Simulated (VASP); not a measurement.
Data:

```yaml
crystal:
  lattice:
    - [-2.00092, 2.00092, 4.71028]
    - [2.00092, -2.00092, 4.71028]
    - [2.00092, 2.00092, -4.71028]
  atoms:
    - { symbol: Ho, position: [0.00000, 0.00000, 0.00000] }
    - { symbol: P, position: [0.37613, 0.37613, 0.00000] }
    - { symbol: P, position: [0.62387, 0.62387, 0.00000] }
    - { symbol: Ru, position: [0.25000, 0.75000, 0.50000] }
    - { symbol: Ru, position: [0.75000, 0.25000, 0.50000] }
```

All values below come from PBEsol GGA, VASP's PBE PAW potentials (set 64) (plane waves; VASP). Run with 400 eV cut-off, Gaussian smearing of 0.050 eV, potentials Ho_3 P Ru_pv.

The 4f electrons are frozen in the core of the lanthanide potential, so 4f levels, which can set the real gap, and their magnetism are missing.

**Question.** What does the run give for the band gap (along the path) with the smallest direct gap where there is one?

**Answer.** 
* **band gap (along the path)**: none (metal, semimetal or under 0.01 eV)

The absolute energy has meaning only against runs of the same code, potentials and settings.

The structure comes from a computed database's HoRu2P2 entry (I4/mmm); how it stands against other phases isn't given here. It was relaxed first. The electron count is odd and the run is not spin-polarised, which forces a metal.
